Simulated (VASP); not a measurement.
# AlC3 (Pm-3m) in VASP: notebook

The runs below take AlC3 through single point, with BLYP, PBE, r2SCAN.

Program: VASP 6.6.1. These are calculated values, not measurements. Logs are shortened: lines on timing, memory, paths and dates and some standing lists are left out, and cuts for length are marked.

## 1. The structure

It takes space group Pm-3m (No. 221, cubic). Conventional cell: a = 3.208 Å, b = 3.208 Å, c = 3.208 Å, α = 90.00°, β = 90.00°, γ = 90.00°. Al (site symmetry m-3m) is surrounded by 12 C at 2.27 Å. C (site symmetry 4/mmm) is surrounded by 4 Al at 2.27 Å and 8 C at 2.27 Å.

The cell comes from a database or a generator and needn't be the stable form of this composition.

## 2. Single point, BLYP

Contents of INCAR:

```
AGGAC = 1.0
AGGAX = 1.0
ALDAC = 0.0
ALDAX = 1.0
ALGO = Normal
EDIFF = 1E-7
ENCUT = 520
GGA = B5
ISIF = 2
ISMEAR = 1
LASPH = True
LCHARG = False
LREAL = False
LWAVE = False
NBANDS = 16
NELM = 100
PREC = Accurate
SIGMA = 0.01
```

Contents of KPOINTS:

```
k-points
0
Gamma
  9 9 9
```

Contents of POSCAR:

```
AlC3
1.0
    3.2079290000      0.0000000000      0.0000000000
    0.0000000000      3.2079290000      0.0000000000
    0.0000000000      0.0000000000      3.2079290000
Al C
1 3
Direct
    0.0000000000      0.0000000000      0.0000000000
    0.0000000000      0.5000000000      0.5000000000
    0.5000000000      0.0000000000      0.5000000000
    0.5000000000      0.5000000000      0.0000000000
```

Potentials or basis: VASP PAW PBE potentials, release 64 (Al, C).

Launch:

```console
> cat potpaw_PBE.64/Al/POTCAR potpaw_PBE.64/C/POTCAR > POTCAR
> mpirun -np 1 vasp_std > vasp.out
```

OUTCAR:

```text
EDIFF = 1E-7
   ENCUT = 520
   GGA = B5
   ISIF = 2
   ISMEAR = 1
   LASPH = True
   LREAL = False
   NELM = 100
   PREC = Accurate

 ion  position               nearest neighbor table
   1  0.000  0.000  0.000-   2 2.27   3 2.27   4 2.27   2 2.27   3 2.27   2 2.27   4 2.27   2 2.27
                             3 2.27   4 2.27   3 2.27   4 2.27
   2  0.000  0.500  0.500-   1 2.27   1 2.27   1 2.27   1 2.27
   3  0.500  0.000  0.500-   1 2.27   1 2.27   1 2.27   1 2.27
   4  0.500  0.500  0.000-   1 2.27   1 2.27   1 2.27   1 2.27

  LATTYP: Found a simple cubic cell.
 ALAT       =     3.2079290000

  Lattice vectors:

 A1 = (   3.2079290000,   0.0000000000,   0.0000000000)
 A2 = (   0.0000000000,   3.2079290000,   0.0000000000)
 A3 = (   0.0000000000,   0.0000000000,   3.2079290000)

Analysis of symmetry for initial positions (statically):
=====================================================================
 Subroutine PRICEL returns:
 Original cell was already a primitive cell.

 Routine SETGRP: Setting up the symmetry group for a
 simple cubic supercell.

 Subroutine GETGRP returns: Found 48 space group operations
 (whereof 48 operations were pure point group operations)
 out of a pool of 48 trial point group operations.

The static configuration has the point symmetry O_h .

Analysis of symmetry for dynamics (positions and initial velocities):
=====================================================================
 Subroutine PRICEL returns:
 Original cell was already a primitive cell.

 Routine SETGRP: Setting up the symmetry group for a
 simple cubic supercell.

 Subroutine GETGRP returns: Found 48 space group operations
 (whereof 48 operations were pure point group operations)
 out of a pool of 48 trial point group operations.

The dynamic configuration has the point symmetry O_h .

 Subroutine INISYM returns: Found 48 space group operations
 (whereof 48 operations are pure point group operations),
 and found     1 'primitive' translations

----------------------------------------------------------------------------------------

                                     Primitive cell

  volume of cell :      33.0122

  direct lattice vectors                    reciprocal lattice vectors
     3.207929000  0.000000000  0.000000000     0.311727597  0.000000000  0.000000000
     0.000000000  3.207929000  0.000000000     0.000000000  0.311727597  0.000000000
     0.000000000  0.000000000  3.207929000     0.000000000  0.000000000  0.311727597

  length of vectors
     3.207929000  3.207929000  3.207929000     0.311727597  0.311727597  0.311727597

  position of ions in fractional coordinates (direct lattice)
     0.000000000  0.000000000  0.000000000
     0.000000000  0.500000000  0.500000000
     0.500000000  0.000000000  0.500000000
     0.500000000  0.500000000  0.000000000

  ion indices of the primitive-cell ions
   primitive index   ion index
                 1           1
                 2           2
                 3           3
                 4           4

----------------------------------------------------------------------------------------

 KPOINTS: k-points

Automatic generation of k-mesh.
 Grid dimensions read from file:
 generate k-points for:    9    9    9

 Generating k-lattice:

  Cartesian coordinates                     Fractional coordinates (reciprocal lattice)
     0.034636400  0.000000000  0.000000000     0.111111111  0.000000000  0.000000000
     0.000000000  0.034636400  0.000000000     0.000000000  0.111111111  0.000000000
     0.000000000  0.000000000  0.034636400     0.000000000  0.000000000  0.111111111

  Length of vectors
     0.034636400  0.034636400  0.034636400

  Shift w.r.t. Gamma in fractional coordinates (k-lattice)
     0.000000000  0.000000000  0.000000000

 Subroutine IBZKPT returns following result:
 ===========================================

 Found     35 irreducible k-points:

 Following reciprocal coordinates:
            Coordinates               Weight
  0.000000  0.000000  0.000000      1.000000
  0.111111  0.000000  0.000000      6.000000
  0.222222  0.000000  0.000000      6.000000
  0.333333  0.000000  0.000000      6.000000
  0.444444  0.000000  0.000000      6.000000
  0.111111  0.111111  0.000000     12.000000
[... 16 lines left out ...]
  0.333333  0.333333  0.111111     24.000000
  0.444444  0.333333  0.111111     48.000000
 [... further k-points ...]
   k-points           NKPTS =     35   k-points in BZ     NKDIM =     35   number of bands    NBANDS=     16
   number of dos      NEDOS =    301   number of ions     NIONS =      4
   total plane-waves  NPLWV =  13824
   dimension x,y,z NGX =    24 NGY =   24 NGZ =   24
   dimension x,y,z NGXF=    48 NGYF=   48 NGZF=   48
   ions per type =               1   3
   NGX,Y,Z   is equivalent  to a cutoff of  12.44, 12.44, 12.44 a.u.
   NGXF,Y,Z  is equivalent  to a cutoff of  24.88, 24.88, 24.88 a.u.
 SYSTEM =  unknown system
   PREC   = accura    normal or accurate (medium, high low for compatibility)
   ISTART =      0    job   : 0-new  1-cont  2-samecut
   ICHARG =      2    charge: 1-file 2-atom 10-const
   ISPIN  =      1    spin polarized calculation?
   LNONCOLLINEAR =      F non collinear calculations
   LSORBIT =      F    spin-orbit coupling
   LASPH  =      T    aspherical Exc in radial PAW
   ENCUT  =  520.0 eV  38.22 Ry    6.18 a.u.   5.96  5.96  5.96*2*pi/ulx,y,z
   NELM   =    100;   NELMIN=  2; NELMDL= -5     # of ELM steps
   EDIFF  = 0.1E-06   stopping-criterion for ELM
   LREAL  =      F    real-space projection
   EDIFFG = 0.1E-05   stopping-criterion for IOM
   NSW    =      0    number of steps for IOM
   IBRION =     -1    ionic relax: 0-MD 1-quasi-New 2-CG
   NFREE  =      0    steps in history (QN), initial steepest desc. (CG)
   ISIF   =      2    stress and relaxation
   ISYM   =      2    0-nonsym 1-usesym 2-fastsym
   POTIM  = 0.5000    time-step for ionic-motion
   TEBEG  =    0.0;   TEEND  =   0.0 temperature during run
   PSTRESS=    0.0 pullay stress
   NELECT =      15.0000    total number of electrons
   NUPDOWN=      -1.0000    fix difference up-down
   EMIN   =  10.00;   EMAX   =-10.00  energy-range for DOS
   EFERMI =   0.00;   METHOD = LEGACY
   ISMEAR =     1;   SIGMA  =   0.01  broadening in eV -4-tet -1-fermi 0-gaus
   EFERMI_NEDOS =   21; number of points for ismear=-14 and -15
   IALGO  =     38    algorithm
   IMIX   =      4    mixing-type and parameters
     AMIX     =   0.40;   BMIX     =  1.00
     AMIX_MAG =   1.60;   BMIX_MAG =  1.00
  volume/ion in A,a.u.               =       8.25        55.69
  Fermi-wavevector in a.u.,A,eV,Ry     =   1.258579  2.378370 21.551918  1.584021
  Thomas-Fermi vector in A             =   2.392182
   LORBIT       =      0    0 simple, 1 ext, 2 COOP (PROOUT), +10 PAW based schemes
   GGA     = B5    functional components
   LHFCALC =     F    Hartree Fock is set to
   AEXX    =    0.0000 exact exchange contribution
   IVDW    =     0    specifies the selected vdW correction
   LEPSILON=     F    determine dielectric tensor
   LRPA    =     F    only Hartree local field effects (RPA)
 non-spin polarized calculation
 Methfessel and Paxton  Order N= 1 SIGMA  =   0.01
  energy-cutoff  :      520.00
  volume of cell :       33.01
 maximum number of plane-waves:       905
 NGX is ok and might be reduce to    24
   NGX = 11   NGY = 11   NGZ = 11

 number of electron      15.0000000 magnetization

 Free energy of the ion-electron system (eV)
  ---------------------------------------------------
  ext. energy  EPLUGINS =         0.00000000
  ---------------------------------------------------
  free energy    TOTEN  =       -17.43501783 eV

  energy without entropy =      -17.43497999  energy(sigma->0) =      -17.43500521

 E-fermi :   9.7725     XC(G=0): -11.5839

 val. band max:        9.7163272976   @ k =   0.4444   0.4444   0.0000
 cond. band min:       9.7750060875   @ k =   0.4444   0.4444   0.0000
 fundamental gap:      0.0586787898
 Fermi energy:         9.7724545763

 k-point     1 :       0.0000    0.0000    0.0000
  band No.  band energies     occupation
      1      -7.6613      2.00000
      2       3.0316      2.00000
      3       3.0316      2.00000
      4       3.7942      2.00000
      5       3.7942      2.00000
      6       3.7942      2.00000
[... 8 lines left out ...]
     15      20.6379      0.00000
     16      22.3646      0.00000

 k-point     2 :       0.1111    0.0000    0.0000
  band No.  band energies     occupation
      1      -7.5105      2.00000
      2       1.4267      2.00000
      3       3.1277      2.00000
      4       3.9325      2.00000
      5       3.9325      2.00000
      6       5.2265      2.00000
[... 8 lines left out ...]
     15      21.1905      0.00000
     16      22.2352      0.00000

 k-point     3 :       0.2222    0.0000    0.0000
  band No.  band energies     occupation
      1      -7.0612      2.00000
      2      -0.4822      2.00000
      3       3.3991      2.00000
      4       4.3403      2.00000
      5       4.3403      2.00000
      6       6.6657      2.00000
[... 8 lines left out ...]
     15      21.7797      0.00000
     16      21.7797      0.00000

 k-point     4 :       0.3333    0.0000    0.0000
  band No.  band energies     occupation
      1      -6.3267      2.00000
      2      -2.2466      2.00000
      3       3.7794      2.00000
      4       4.9848      2.00000
      5       4.9848      2.00000
      6       7.8491      2.00000
[... 8 lines left out ...]
     15      21.2290      0.00000
     16      21.2290      0.00000
[... 324 lines left out ...]
 k-point    22 :       0.4444    0.2222    0.1111
  band No.  band energies     occupation
      1      -4.6595      2.00000
      2      -3.0366      2.00000
      3       1.4680      2.00000
      4       4.0001      2.00000
      5       4.7692      2.00000
      6       6.3940      2.00000
[... 8 lines left out ...]
     15      20.3271      0.00000
     16      21.5645      0.00000

 k-point    23 :       0.3333    0.3333    0.1111
  band No.  band energies     occupation
      1      -4.8731      2.00000
      2      -1.3920      2.00000
      3      -0.3626      2.00000
      4       3.4818      2.00000
      5       4.5921      2.00000
      6       7.2798      2.00000
[... 8 lines left out ...]
     15      20.5936      0.00000
     16      22.4514      0.00000

 k-point    24 :       0.4444    0.3333    0.1111
  band No.  band energies     occupation
      1      -3.9487      2.00000
      2      -2.4236      2.00000
      3      -0.0859      2.00000
      4       2.3781      2.00000
      5       5.2675      2.00000
      6       6.6831      2.00000
[... 8 lines left out ...]
     15      20.9516      0.00000
     16      22.1905      0.00000

 [... further k-points ...]

------------------------ aborting loop because EDIFF is reached ----------------------------------------

  FORCE on cell =-STRESS in cart. coord.  units (eV):
  Direction    XX          YY          ZZ          XY          YZ          ZX
  --------------------------------------------------------------------------------------
  -------------------------------------------------------------------------------------
  Total        1.9311583      1.9311583      1.9311583      0.0000000      0.0000000      0.0000000
  in kB       93.7247325     93.7247325     93.7247325      0.0000000      0.0000000      0.0000000
  external PRESSURE =      93.7247325 kB  Pullay stress =       0.0000000 kB

 VOLUME and BASIS-vectors are now :
 -----------------------------------------------------------------------------
  energy-cutoff  :      520.00
  volume of cell :       33.01
      direct lattice vectors                 reciprocal lattice vectors
     3.207929000  0.000000000  0.000000000     0.311727597  0.000000000  0.000000000
     0.000000000  3.207929000  0.000000000     0.000000000  0.311727597  0.000000000
     0.000000000  0.000000000  3.207929000     0.000000000  0.000000000  0.311727597

 POSITION                                       TOTAL-FORCE (eV/Angst)
 -----------------------------------------------------------------------------------
      0.00000      0.00000      0.00000         0.000000      0.000000      0.000000
      0.00000      1.60396      1.60396         0.000000      0.000000      0.000000
      1.60396      0.00000      1.60396         0.000000      0.000000      0.000000
      1.60396      1.60396      0.00000         0.000000      0.000000      0.000000
 -----------------------------------------------------------------------------------
    total drift:                                0.000000     -0.000000     -0.000000

  FREE ENERGIE OF THE ION-ELECTRON SYSTEM (eV)
  ---------------------------------------------------
  free  energy   TOTEN  =       -17.4350178257 eV

  energy  without entropy=      -17.4349799862  energy(sigma->0) =      -17.43500521
```

Run time: 15 s. Hardware: 1 thread of AMD EPYC 9R14 (Zen 4), shared host; peak memory 0.11 GiB.

Results:

| Item | Value |
| --- | --- |
| Free energy | -17.4350 eV |
| Pressure | 9.4 GPa |
| Band gap on the k mesh | none (metal or under the smearing width) |

Levels at points of the mesh, in eV from the Fermi level:
```
           k point  band 6  band 7  band 8  band 9  band 10  band 11
(0.00, 0.00, 0.00)   -5.98    1.13    1.13    1.13     2.09     4.14
```

Caveat: the PAW data sets were made with another functional, which shifts forces and pressure a little.

## 3. Single point, PBE

Contents of INCAR:

```
SYSTEM = AlC3
PREC = Accurate
ENCUT = 520
EDIFF = 1E-7
ISMEAR = 1
SIGMA = 0.01
LREAL = .FALSE.
LASPH = .TRUE.
NELM = 100
ALGO = Normal
ISIF = 2
LWAVE = .FALSE.
LCHARG = .TRUE.
GGA = PE
LELF = .TRUE.
LVHAR = .TRUE.
NBANDS = 16
```

Contents of KPOINTS:

```
Automatic mesh
0
G
  9 9 9
  0 0 0
```

POSCAR is that of step 2.

Potentials or basis: VASP PAW PBE potentials, release 64 (Al, C).

Launch:

```console
> cat potpaw_PBE.64/Al/POTCAR potpaw_PBE.64/C/POTCAR > POTCAR
> mpirun -np 1 vasp_std > vasp.out
```

Run time: 9.5 s. Hardware: 1 thread of AMD EPYC 9R14 (Zen 4), shared host; peak memory 0.11 GiB.

Results (log left out):

```yaml
Free_energy: -20.6043 eV
Pressure: -0.1 GPa
Band_gap_on_the_k_mesh: none (metal or under the smearing width)
```

Levels at points of the mesh, in eV from the Fermi level:
```tsv
k point	band 5	band 6	band 7	band 8	band 9	band 10	band 11	band 12
(0.00, 0.00, 0.00)	-6.10	-6.10	1.23	1.23	1.23	1.80	4.19	4.19
```

## 4. Single point, r2SCAN

POSCAR is that of step 3.

Contents of INCAR.step1:

```
  PREC = Accurate
  ENCUT = 520
  ISMEAR = 1
  SIGMA = 0.01
  LREAL = F
  LASPH = T
  NELM = 100
  NBANDS = 16
  GGA = PE
  ALGO = Normal
  EDIFF = 1E-4
  LWAVE = T
  LCHARG = F
```

Contents of INCAR.step2:

```
  PREC = Accurate
  ENCUT = 520
  EDIFF = 1E-6
  ISMEAR = 1
  SIGMA = 0.01
  LREAL = F
  LASPH = T
  NELM = 100
  ALGO = Normal
  ISIF = 2
  LWAVE = F
  LCHARG = F
  METAGGA = R2SCAN
  LMIXTAU = T
  NBANDS = 16
  ISTART = 1
```

Contents of KPOINTS:

```
Automatic mesh
0
Gamma
  9 9 9
```

Launch:

```console
> cat potpaw_PBE.64/Al/POTCAR potpaw_PBE.64/C/POTCAR > POTCAR
> cp INCAR.step1 INCAR
> mpirun -np 1 vasp_std > vasp.out
> cp INCAR.step2 INCAR
> mpirun -np 1 vasp_std > vasp.out
```

Wall time 35 s (1 thread of AMD EPYC 9R14 (Zen 4), shared host); peak memory 0.11 GiB.

Results (log left out):

| Item | Value |
| --- | --- |
| Free energy | -25.3827 eV |
| Pressure | -2.5 GPa |
| Band gap on the k mesh | none (metal or under the smearing width) |

Levels at points of the mesh, in eV from the Fermi level:
```tsv
k point	band 5	band 6	band 7	band 8	band 9	band 10	band 11	band 12
(0.00, 0.00, 0.00)	-6.49	-6.49	1.27	1.27	1.27	2.38	4.60	4.60
```

Caveat: the PAW data sets were made with another functional, which shifts forces and pressure a little.

## 5. Summary

| level | gap on the mesh (eV) | pressure (GPa) |
| --- | --- | --- |
| BLYP | none | 9.4 |
| PBE | none | -0.1 |
| r2SCAN | none | -2.5 |

Alike in all rows: task single point; potentials or basis VASP PAW PBE potentials, release 64 (Al, C); no spin polarisation; cell as given; k mesh 9 × 9 × 9; cutoff (eV) 520; smearing methfessel-paxton 0.01 eV.

Every run on the cell as given and a fine mesh finds a metal. The pressure there spans -2.5 GPa (r2SCAN) to 9.4 GPa (BLYP); a positive pressure means that this level wants a larger cell, a negative one a smaller.

Caveats: the PAW data sets were made with another functional, which shifts forces and pressure a little (some runs).

Absolute energies hang on the potentials; compare differences alone.
